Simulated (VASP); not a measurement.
A run of VASP 6.6.1 is set up as follows.

The input INCAR:

```
  PREC = Accurate
  ENCUT = 600
  EDIFF = 1E-6
  ISMEAR = 0
  SIGMA = 0.02
  LREAL = False
  LASPH = True
  NELM = 100
  ALGO = Fast
  ISIF = 3
  LWAVE = False
  LCHARG = False
  GGA = PE
  IBRION = 2
  NSW = 100
  EDIFFG = -0.01
```

The input KPOINTS:

```
regular mesh
0
Gamma
  8 8 8
```

The input POSCAR:

```
LiBeF3
1.0
    3.5411025478      0.0000000000      0.0000000000
    0.0000000000      3.5411025478      0.0000000000
    0.0000000000      0.0000000000      3.5411025478
Li Be F
1 1 3
Direct
    0.5000000000      0.5000000000      0.5000000000
    0.0000000000      0.0000000000      0.0000000000
    0.0000000000      0.5000000000      0.5000000000
    0.5000000000      0.0000000000      0.5000000000
    0.5000000000      0.5000000000      0.0000000000
```

Potentials or basis: VASP PAW PBE potentials, release 64 (Li_sv, Be, F).

Launch:

```console
$ cat potpaw_PBE.64/Li_sv/POTCAR potpaw_PBE.64/Be/POTCAR potpaw_PBE.64/F/POTCAR > POTCAR
$ mpirun -np 1 vasp_std > vasp.out
```

What does it give for the relaxed volume?

8.86 Å³/atom.

Predict the space group after relaxing (to 0.05 Å).

Pm-3m (No. 221).

Predict the band gap on the k mesh.

1.59 eV, indirect (least direct gap 1.94 eV).

Final structure:
```cif
data_structure
_symmetry_space_group_name_H-M 'P 1'
_symmetry_Int_Tables_number 1
_cell_length_a 3.5379
_cell_length_b 3.5379
_cell_length_c 3.5379
_cell_angle_alpha 90.000
_cell_angle_beta 90.000
_cell_angle_gamma 90.000
_cell_volume 44.28
loop_
_atom_site_label
_atom_site_type_symbol
_atom_site_fract_x
_atom_site_fract_y
_atom_site_fract_z
_atom_site_occupancy
Li1 Li 0.50000 0.50000 0.50000 1
Be1 Be 0.00000 0.00000 0.00000 1
F1 F 0.00000 0.50000 0.50000 1
F2 F 0.50000 0.00000 0.50000 1
F3 F 0.50000 0.50000 0.00000 1
```

Caveat: the cutoff is under 1.25 times the usual one of these potentials, so pressure, stress and relaxed cells hold a basis-set (Pulay) error. A k mesh can miss the band edges.
